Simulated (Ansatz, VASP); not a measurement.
**Cross-check of LaP between VASP and Ansatz**

Aim: how closely do two programs agree when they are given the same cell, functional and k mesh? The cell is taken from a series of VASP runs on this material, whose earlier steps may have relaxed, scaled or displaced it; both programs get it as it stands.

Method: plane waves, with VASP 6.6.1 beside it; band structure at PBEsol, in Ansatz 0.2.0.

### Step 1. Starting point

Symmetry: Cm, No. 8, monoclinic system. Conventional cell: a = 6.025 Å, b = 6.025 Å, c = 4.260 Å, α = 90.00°, β = 135.00°, γ = 90.00°. Nearest to La lie 6 P at 2.99 to 3.03 Å. P has 6 La at 2.99 to 3.03 Å nearest. Farther neighbours are not listed. That group holds within 0.01 Å; judged at 0.001 Å it is P1 (No. 1).

As a file:

```xyz
2
Lattice="0.0000 3.0125 3.0125 3.0125 0.0000 3.0125 3.0125 3.0125 0.0000" Properties=species:S:1:pos:R:3 pbc="T T T"
La   -0.0154   -0.0157    0.0096
P     3.0151    3.0043    3.0195
```

### Step 2. VASP: band structure, PBEsol

With cell and atoms fixed, the geometry can't cause a difference; cores, projectors, grids and the points listed under the comparison can.

Lines of VASP's logs that name or quote its potential files are left out, and so is its time.

Contents of INCAR:

```
SYSTEM = LaP
PREC = Accurate
ENCUT = 400
EDIFF = 1E-06
NELM = 100
ISMEAR = -1
SIGMA = 0.05
LREAL = .FALSE.
ALGO = Normal
GGA = PS
NBANDS = 20
LASPH = .TRUE.
LORBIT = 11
LWAVE = .FALSE.
LCHARG = .FALSE.
KPAR = 2
```

Contents of POSCAR:

```
LaP
1.0
    0.0000000000      3.0125000000      3.0125000000
    3.0125000000      0.0000000000      3.0125000000
    3.0125000000      3.0125000000      0.0000000000
La P
1 1
Direct
    0.0015350000      0.0016490000     -0.0067520000
    0.4993660000      0.5029520000      0.4979250000
```

Contents of KPOINTS:

```
Automatic mesh
0
Gamma
11 11 11
0 0 0
```

Contents of KPOINTS_OPT:

```
Line mode
16
Line-mode
Reciprocal
  0.00000000   0.00000000   0.00000000 GAMMA
  0.50000000   0.00000000   0.50000000 X

  0.50000000   0.00000000   0.50000000 X
  0.50000000   0.25000000   0.75000000 W

  0.50000000   0.25000000   0.75000000 W
  0.37500000   0.37500000   0.75000000 K

  0.37500000   0.37500000   0.75000000 K
  0.00000000   0.00000000   0.00000000 GAMMA

  0.00000000   0.00000000   0.00000000 GAMMA
  0.50000000   0.50000000   0.50000000 L

  0.50000000   0.50000000   0.50000000 L
  0.62500000   0.25000000   0.62500000 U

  0.62500000   0.25000000   0.62500000 U
  0.50000000   0.25000000   0.75000000 W

  0.50000000   0.25000000   0.75000000 W
  0.50000000   0.50000000   0.50000000 L

  0.50000000   0.50000000   0.50000000 L
  0.37500000   0.37500000   0.75000000 K

  0.62500000   0.25000000   0.62500000 U
  0.50000000   0.00000000   0.50000000 X
```

Potentials, in the order of the species: La and P (PBE family, release 64).

The run is started by

```sh
> mpirun -np 2 vasp_std
```

Numbers of over 12 decimals in the logs are rounded to 6 here.

The program printed:

```text
[banner, memory and clock lines left out]
running    2 mpi-ranks, on    1 nodes
 distrk:  each k-point on    1 cores,    2 groups
 distr:  one band on    1 cores,    1 groups

 POSCAR found type information on POSCAR LaP
 POSCAR found :  2 types and       2 ions
|                                                                             |
|               ----> ADVICE to this user running VASP <----                  |
|                                                                             |
|     You enforced a specific xc type in the INCAR file but a different       |
|     [... a line on the potential file left out ...]
|     I HOPE YOU KNOW WHAT YOU ARE DOING!                                     |
|                                                                             |

 LDA part: xc-table for (Slater+PW92), standard interpolation
 POSCAR, INCAR and KPOINTS ok, starting setup
 FFT: planning ... GRIDC
 FFT: planning ... GRID_SOFT
 FFT: planning ... GRID
 WAVECAR not read
 entering main loop
       N       E                     dE             d eps       ncg     rms          rms(c)
DAV:   1     0.106523057983E+03    0.10652E+03   -0.46681E+03 28356   0.827E+02
DAV:   2    -0.181800686336E+01   -0.10834E+03   -0.90679E+02 29016   0.162E+02
DAV:   3    -0.136043886274E+02   -0.11786E+02   -0.11244E+02 31960   0.663E+01
DAV:   4    -0.145227152757E+02   -0.91833E+00   -0.91297E+00 46624   0.156E+01
DAV:   5    -0.145336798845E+02   -0.10965E-01   -0.10958E-01 35460   0.149E+00    0.391E+00
DAV:   6    -0.142337163955E+02    0.29996E+00   -0.58356E-01 42244   0.328E+00    0.254E+00
DAV:   7    -0.142201610642E+02    0.13555E-01   -0.62557E-02 36548   0.124E+00    0.130E+00
DAV:   8    -0.142196308239E+02    0.53024E-03   -0.19107E-02 35496   0.110E+00    0.235E-01
DAV:   9    -0.142198987321E+02   -0.26791E-03   -0.20339E-03 43144   0.359E-01    0.138E-01
DAV:  10    -0.142201840371E+02   -0.28530E-03   -0.90414E-04 40020   0.161E-01    0.401E-02
DAV:  11    -0.142202745083E+02   -0.90471E-04   -0.44820E-04 46260   0.920E-02    0.260E-02
DAV:  12    -0.142202782898E+02   -0.37816E-05   -0.10080E-05 35764   0.118E-02    0.257E-02
DAV:  13    -0.142202840560E+02   -0.57662E-05   -0.50452E-06 37508   0.125E-02    0.204E-02
DAV:  14    -0.142203068204E+02   -0.22764E-04   -0.26475E-04 35940   0.811E-02    0.430E-02
DAV:  15    -0.142203061296E+02    0.69080E-06   -0.23446E-05 41416   0.342E-02    0.214E-02
DAV:  16    -0.142203053344E+02    0.79522E-06   -0.12244E-06 26812   0.771E-03
   1 F= -.14220305E+02 E0= -.14219480E+02  d E =-.165100E-02
 Start KPOINTS_OPT (optional k-point list driver)
k-point batch [1-160\160]
       N       E                     dE             ncg
DAV:   1     0.187197988670E+05   -0.56399E+05     6752
DAV:   2     0.155273523386E+04   -0.17167E+05     7084
DAV:   3    -0.305207739461E+03   -0.18579E+04     7776
DAV:   4    -0.448811129647E+03   -0.14360E+03    11184
DAV:   5    -0.450705835449E+03   -0.18947E+01     8732
DAV:   6    -0.450801164305E+03   -0.95329E-01    10876
DAV:   7    -0.450802982285E+03   -0.18180E-02     8872
DAV:   8    -0.450803153598E+03   -0.17131E-03     9912
DAV:   9    -0.450803157543E+03   -0.39447E-05     5476
DAV:  10    -0.450803158081E+03   -0.53833E-06     4928
```

Parts of OUTCAR (step 2):

```text
ion  position               nearest neighbor table
   1  0.002  0.002  0.993-   2 2.99   2 3.00   2 3.01   2 3.02   2 3.02   2 3.03
   2  0.499  0.503  0.498-   1 2.99   1 3.00   1 3.01   1 3.02   1 3.02   1 3.03

  LATTYP: Found a face centered cubic cell.
 ALAT       =     6.0250000000

 Subroutine GETGRP returns: Found  1 space group operations
 (whereof  1 operations were pure point group operations)

The static configuration has the point symmetry C_1 .

 Found    666 irreducible k-points:

   k-points           NKPTS =    666   k-points in BZ     NKDIM =    666   number of bands    NBANDS=     20

   dimension x,y,z NGX =    28 NGY =   28 NGZ =   28
   dimension x,y,z NGXF=    56 NGYF=   56 NGZF=   56

   ENCUT  =  400.0 eV  29.40 Ry    5.42 a.u.   6.95  6.95  6.95*2*pi/ulx,y,z

   NELECT =      16.0000    total number of electrons

 k-points in reciprocal lattice and weights: Automatic mesh
   0.00000000  0.00000000  0.00000000       0.001
   0.09090909  0.00000000  0.00000000       0.002
   0.00000000  0.09090909  0.00000000       0.002
   0.00000000  0.00000000  0.09090909       0.002
   0.09090909  0.09090909  0.09090909       0.002
   0.18181818  0.00000000  0.00000000       0.002
   0.00000000  0.18181818  0.00000000       0.002
   0.00000000  0.00000000  0.18181818       0.002
   0.18181818  0.18181818  0.18181818       0.002
[...]
0.27272727  0.45454545 -0.27272727       0.002
   0.45454545 -0.27272727  0.18181818       0.002

 average (electrostatic) potential at core
       1 -96.7162       2 -80.4093

 E-fermi :   6.3854

 k-point     1 :       0.0000    0.0000    0.0000
  band No.  band energies     occupation
      1     -25.3618      2.00000
      2      -8.8807      2.00000
      3      -8.8805      2.00000
      4      -8.8804      2.00000
      5      -2.8029      2.00000
      6       6.4667      0.32841
      7       6.4670      0.32717
      8       6.4673      0.32517
      9       8.0954      0.00000
     10       8.0968      0.00000
    ...

 k-point     2 :       0.0909    0.0000    0.0000
  band No.  band energies     occupation
    ...
      4      -8.8847      2.00000
      5      -2.6886      2.00000
      6       6.0581      1.99713
      7       6.2096      1.94231
      8       6.2128      1.93857
      9       8.1078      0.00000
     10       8.2166      0.00000
     11       8.2175      0.00000
     12       9.1479      0.00000
     13       9.1482      0.00000
    ...

 k-point     3 :       0.0000    0.0909    0.0000
  band No.  band energies     occupation
    ...
      4      -8.8847      2.00000
      5      -2.6886      2.00000
      6       6.0578      1.99715
      7       6.2095      1.94232
      8       6.2132      1.93813
      9       8.1075      0.00000
     10       8.2168      0.00000
     11       8.2173      0.00000
     12       9.1479      0.00000
     13       9.1481      0.00000
    ...

  Total       -0.5976836     -0.6057906     -0.6071791     -0.0012012      0.0002090      0.0004949
  in kB      -17.5134103    -17.7509636    -17.7916508     -0.0351965      0.0061256      0.0145002
  external PRESSURE =     -17.6853416 kB  Pullay stress =       0.0000000 kB

  energy-cutoff  :      400.00
  volume of cell :       54.68
      direct lattice vectors                 reciprocal lattice vectors
     0.000000000  3.012500000  3.012500000    -0.165975104  0.165975104  0.165975104
     3.012500000  0.000000000  3.012500000     0.165975104 -0.165975104  0.165975104
     3.012500000  3.012500000  0.000000000     0.165975104  0.165975104 -0.165975104

 POSITION                                       TOTAL-FORCE (eV/Angst)
 -----------------------------------------------------------------------------------
      2.99713      2.99678      0.00959         0.042506      0.017867     -0.006178
      3.01514      3.00434      3.01948        -0.042506     -0.017867      0.006178
 -----------------------------------------------------------------------------------
    total drift:                                0.000064      0.000168     -0.000088

  FREE ENERGIE OF THE ION-ELECTRON SYSTEM (eV)
  ---------------------------------------------------
  free  energy   TOTEN  =       -14.2203053344 eV

  energy  without entropy=      -14.2186543383  energy(sigma->0) =      -14.21947984

 total charge
# of ion       s       p       d       f       tot
--------------------------------------------------
    1        2.033   5.651   0.678   0.128   8.489
    2        1.036   1.490   0.000   0.000   2.527
--------------------------------------------------
tot          3.069   7.141   0.678   0.128  11.016

[... 3 further parts left out ...]
```

The run ends at a pressure of -1.77 GPa, with forces up to 0.047 eV/Å.

### Step 3. Ansatz: band structure, PBEsol

Ansatz runs on its default PAW (the set named soft_2) files.

The same cell, functional, mesh and smearing now go to Ansatz, which takes its cutoff from its data sets.

Contents of input.yaml:

```yaml
crystal:
  lattice:
    - [0.0, 3.0125, 3.0125]
    - [3.0125, 0.0, 3.0125]
    - [3.0125, 3.0125, 0.0]
  atoms:
    - { symbol: La, position: [0.001535, 0.001649, -0.006752] }
    - { symbol: P, position: [0.499366, 0.502952, 0.497925] }
hamiltonian:
  xc: pbesol
  pseudopotentials: { kind: paw }
kpoints:
  mp_grid: { grid: [11, 11, 11] }
  band_path:
    path:
      - [0.0, 0.0, 0.0]
      - [0.16667, 0.0, 0.16667]
      - [0.33333, 0.0, 0.33333]
      - [0.5, 0.0, 0.5]
      - [0.5, 0.08333, 0.58333]
      - [0.5, 0.18333, 0.68333]
      - [0.5, 0.25, 0.75]
      - [0.45, 0.3, 0.75]
      - [0.40833, 0.34167, 0.75]
      - [0.35, 0.35, 0.7]
      - [0.225, 0.225, 0.45]
      - [0.075, 0.075, 0.15]
      - [0.03333, 0.03333, 0.03333]
      - [0.23333, 0.23333, 0.23333]
      - [0.4, 0.4, 0.4]
      - [0.51667, 0.46667, 0.51667]
      - [0.55833, 0.38333, 0.55833]
      - [0.60833, 0.28333, 0.60833]
      - [0.60833, 0.25, 0.64167]
      - [0.55833, 0.25, 0.69167]
      - [0.51667, 0.25, 0.73333]
      - [0.5, 0.3, 0.7]
      - [0.5, 0.38333, 0.61667]
      - [0.5, 0.48333, 0.51667]
      - [0.475, 0.475, 0.55]
      - [0.425, 0.425, 0.65]
      - [0.38333, 0.38333, 0.73333]
      - [0.59167, 0.18333, 0.59167]
      - [0.55, 0.1, 0.55]
      - [0.5, 0.0, 0.5]
    npoints: 1
scf:
  occupations: { method: fermi_dirac, width: 0.05 }
  n_extra_bands: 7
output:
  forces: true
  stress: true
  eigenvalues: true
  write_density: true
  write_potential: true
  elf: true
  volumetric_format: npy
```

The run is started by

```sh
> ansatz run input.yaml --threads 2 --pin off --max-ram 4608MiB --backend cpu --events-out ev --progress --plain --runs-dir out
```

The program printed:

```text
scf.n_extra_bands = 7 over 8 filled bands (N_el = 16.0): the run solves 15 bands
Engine: ansatz 0.2.0, aarch64-unknown-linux-gnu
Pseudopotentials: kind: paw
Pseudopotential: La, paw, valence charge 11, recommended cutoff 420 eV (normal), La.paw.azcp
Pseudopotential: P, paw, valence charge 5, recommended cutoff 420 eV (normal), P.paw.azcp
Functional definition: PBEsol
  exchange = pbesol_x
  correlation = pbesol_c
Crystal: 2 atoms, lattice volume = 54.678 Å³
Basis set: ecut = 420 eV, 1067 PW (Γ), exchange–correlation on 60×60×60 points (8 copies of the dense FFT grid, shifted against one another)
Bands: 15, of which v1, the nominal top of the filled ones, is band 8 counted from 1 (7 counted from 0)
Symmetry: 1 space group operations
Space group: P1 (ITA 1), of the structure as read, at distance tolerance 3.8e-5 Å
k-points: 666 of 1331 (time reversal used)
Non-local potential: La, projectors of the file, l = 0: 3, l = 1: 2, l = 2: 2, l = 3: 3
Non-local potential: P, projectors of the file, l = 0: 2, l = 1: 2, l = 2: 2
PAW form: soft (Blöchl's): semilocal exchange-correlation on the pseudo side does not see the compensation charge
PAW frozen core: La, regenerated for the run's functional, and the local potential with it (the file was generated under x = pbe(κ = 0.804, μ = 0.219515), c = pbe(β = 0.066725))
PAW frozen core: P, regenerated for the run's functional, and the local potential with it (the file was generated under x = pbe(κ = 0.804, μ = 0.219515), c = pbe(β = 0.066725))
PAW one-centre angular grid: La, 590 points (default); XC on 64 Gauss nodes
PAW one-centre angular grid: P, 110 points (default); XC on 64 Gauss nodes
Initial density: superposition of atomic densities (neutral atoms: chi_scale 0, normalization atom), corrected by the library's trained network
Initial wavefunctions: pseudopotential atomic-orbital guess
Functional: x = pbesol(κ = 0.804, μ = 0.123457), c = pbesol(β = 0.046)
SCF iter   1: F=—  HF=-6904.430661 eV  |F-HF|=—  |Δ(HF+E_count)|=         —  Δρ=3.38e-3  dr2=1.21e-2  ethr=1.77e-3  ⟨swp⟩=5.8  Hψ=52498  notcnv=0  defer=13
preconditioner: auto → Kerker (q_TF=auto, 2.223 Å⁻¹)  [metal: Δε(μ)=0.045 eV  Ē_g=11.120 eV  σ=0.050 eV  W_gap=0.22  n_scr=14 (ndim 8)  ℏωp=18.8 eV  f_vac=0.000  D(μ)=0.20/eV (n_scr^D=0)]
SCF iter   2: F=—  HF=-6904.427633 eV  |F-HF|=—  |Δ(HF+E_count)|=   3.03e-3  Δρ=1.54e-3  dr2=2.17e-3  ethr=7.56e-5  ⟨swp⟩=2.3  Hψ=20931  notcnv=0  defer=219
SCF iter   3: F=—  HF=-6904.427206 eV  |F-HF|=—  |Δ(HF+E_count)|=   4.27e-4  Δρ=4.11e-4  dr2=1.30e-4  ethr=1.36e-5  ⟨swp⟩=2.0  Hψ=15340  notcnv=0  defer=219
SCF iter   4: F=—  HF=-6904.427197 eV  |F-HF|=—  |Δ(HF+E_count)|=   8.73e-6  Δρ=8.81e-5  dr2=4.85e-6  ethr=8.10e-7  ⟨swp⟩=2.6  Hψ=13901  notcnv=0  defer=219
SCF iter   5: F=—  HF=-6904.427195 eV  |F-HF|=—  |Δ(HF+E_count)|=   1.97e-6  Δρ=2.27e-5  dr2=3.61e-7  ethr=3.03e-8  ⟨swp⟩=1.7  Hψ=11963  notcnv=0  defer=219
SCF iter   6: F=-6904.427195 eV  HF=-6904.427195 eV  |F-HF|=4.86e-9  |Δ(HF+E_count)|=   1.17e-7  Δρ=5.90e-6  dr2=1.60e-8  ethr=6.25e-10  ⟨swp⟩=12.2  Hψ=71639  notcnv=0
SCF 1 converged in 6 iterations: F = -6904.427195 eV  dr2 = 1.60e-8
  greatest PAW one-centre occupation: 0.972 electrons in one spin orbital (limit 2), on the La atom at site 0 (counted from 0), in its partial waves of l = 0
NSCF: frozen V_eff on 30 k-points
SCF converged after 6 iterations
Free energy (F): -6904.427195 eV
Harris-Foulkes:  -6904.427195 eV  (|F-HF|=4.86e-9)
Internal energy: -6904.425554 eV  (E = F + TS)
E sigma→0 (E₀):  -6904.426375 eV
Entropy (-TS):   -0.001641 eV (-0.821 meV/atom)
Fermi energy:    8.885012 eV
--- Per-component energies (eV) ---
  E_band       = -39.082647
  E_kinetic    = 260.998541
  E_local      = -392.454971  (includes V_loc(G=0)·N_el)
  E_nonlocal   = 131.546126
  E_hartree    = 120.900751
  E_xc         = -199.313357
  E_vxc        = -207.830336  (∫ρ·V_xc dr)
  E_paw        = -5883.170609  (= ΣΔE_a)
  E_vpaw       = -73.143039  (= ΣTr[D̂ρ^β])
  E_aug_tail   = 0.000003  (compensation charges beyond the density's cutoff)
  E_ewald      = -943.147644
  E_core_change = 0.215606  (= ΣΔE_core)
  E_smearing   = -0.001641  (= −TS)
  E_closure    = 0.000000  (closes the sum)
  Σ components = -6904.427195   (vs F -6904.427195, Δ=0.00e0)
--- Forces (eV/Å), atoms counted from 1 ---
  atom   1  La     0.04174805     0.01748436    -0.00603547
  atom   2  P     -0.04174920    -0.01748484     0.00603564
  max |Σ_I F_I| component: 1.14e-6 eV/Å
--- Stress (GPa, compression-positive) ---
       -1.698947      -0.003842       0.001327
       -0.003842      -1.722485       0.000557
        0.001327       0.000557      -1.726909
  P = ⅓ Tr σ = -1.7161 GPa (-17.161 kbar)
--- Band table (eV; the first three rows and the last of 666) ---
  k-point 0: bands = [... 4 lower, -0.3013, 8.9572, 8.9574, 8.9578, 10.6050, 10.6063, 10.6067, 11.4627, ... 3 higher]
  k-point 1: bands = [... 4 lower, -0.1866, 8.5559, 8.7054, 8.7068, 10.6035, 10.7213, 10.7221, 11.5867, ... 3 higher]
  k-point 2: bands = [... 4 lower, 0.1207, 7.7357, 8.2066, 8.2072, 10.6326, 11.0027, 11.0031, 11.7771, ... 3 higher]
  k-point 665: bands = [... 4 lower, 1.1265, 5.9109, 7.2361, 7.2909, 11.2854, 11.5651, 11.5961, 11.8694, ... 3 higher]
```

It took 56 s on 2 threads of Arm Neoverse N1, shared host; peak memory 0.85 GiB; 1.9 min of CPU time.

### Step 4. Comparison

Known differences besides the potentials themselves: the cutoff is 420 eV in Ansatz and 400 eV in VASP; Ansatz makes its cores anew for this functional, VASP keeps those of its PBE data sets. Total energies have different zeros and are not compared.

Both answers:

```tsv
quantity	Ansatz	VASP	difference
pressure (GPa)	-1.72	-1.77	+0.05
```

Forces (eV/Å; atoms numbered as in POSCAR):

```tsv
atom	Ansatz x, y, z	VASP x, y, z
La1	0.042, 0.017, -0.006	0.043, 0.018, -0.006
P2	-0.042, -0.017, 0.006	-0.043, -0.018, 0.006
```

The forces differ by 0.5 meV/Å r.m.s., which is 1.9 % of the r.m.s. force of 0.03 eV/Å (both taken over all components). Levels from 3 eV below to 2 eV above the Fermi level differ by 10 meV r.m.s. and 29 meV at most; each VASP level is matched to the nearest of Ansatz, which flatters the figure a little. Ansatz's pressure holds a Pulay correction of 0.01 GPa; VASP's holds none.

### Step 5. Further runs

Further runs change the set-up of one program: Ansatz's method, potentials or start, or VASP's data sets, cutoff or form of LDA. The table gives Ansatz less VASP for each quantity, since a change that brings one quantity closer may part another.

```tsv
run	r.m.s. force difference (meV/Å)	pressure (GPa)
as above	0.5	0.052
Ansatz's all-electron LAPW method	0.37	0.074
```

### Step 6. Outcome

* r.m.s. difference of levels near the Fermi level (band structure, PBEsol): 10 meV

In words: The r.m.s. difference of levels near the Fermi level is 10 meV (band structure, PBEsol), within the 80 meV picked in this series as the mark of a large difference. Band structure, PBEsol, Ansatz's all-electron LAPW method: r.m.s. force difference goes from 0.5 to 0.37 meV/Å; the difference in pressure goes from 0.052 to 0.074 GPa. Such differences can come from data sets, numerical settings and the points named under the comparisons, not from the functional's error against experiment.

[Lines on the potential files, build, host, timing and source positions are cut from VASP's logs without a mark.]

[Logs are printed without paths, hosts, clocks, repeated set-up lines and the standing remarks that a program may print on its own settings, such as how far it seeks lower states.]

[Hosts, paths, dates, database ids (printed as entryN), source tags and the programs' standing remarks are cut or masked in the printed files.]
